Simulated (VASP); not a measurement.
Consider the following.

```
SnSe
1.0
    0.00000     2.97393     2.97393
    2.97393     0.00000     2.97393
    2.97393     2.97393     0.00000
Sn Se
1 1
Direct
  0.00000   0.00000   0.00000
  0.50000   0.50000   0.50000
```

Method: PBEsol GGA, VASP's PBE PAW potentials (set 64) (plane waves; VASP). Settings: 400 eV cut-off, Gaussian smearing of 0.050 eV, potentials Sn_d Se.

Unless said otherwise, spin-orbit coupling is left out, though it shifts the bands of the heavy elements here.

Problem. Give the energies of bands 7 to 13 at the high-symmetry points, in eV from the valence-band maximum.

Solution. 
| band | Γ | X | U | L | W |
|---|---|---|---|---|---|
| 7 | -5.08 | -6.14 | -7.25 | -8.36 | -7.14 |
| 8 | -2.38 | -5.85 | -5.42 | -2.12 | -5.04 |
| 9 | -2.38 | -3.91 | -3.41 | -2.12 | -5.04 |
| 10 | -2.38 | -3.91 | -2.65 | -0.20 | -0.88 |
| 11 | 4.33 | 2.71 | 3.17 | 0.61 | 1.39 |
| 12 | 4.33 | 5.44 | 3.60 | 1.10 | 4.69 |
| 13 | 4.33 | 5.44 | 5.14 | 1.10 | 4.69 |

The gap is direct, 0.08 eV, from the valence maximum at L-W at 0.14 to the conduction minimum at L-W at 0.14.

The structure comes from a computed database's SnSe entry (Fm-3m); how it stands against other phases isn't given here. It was relaxed first.
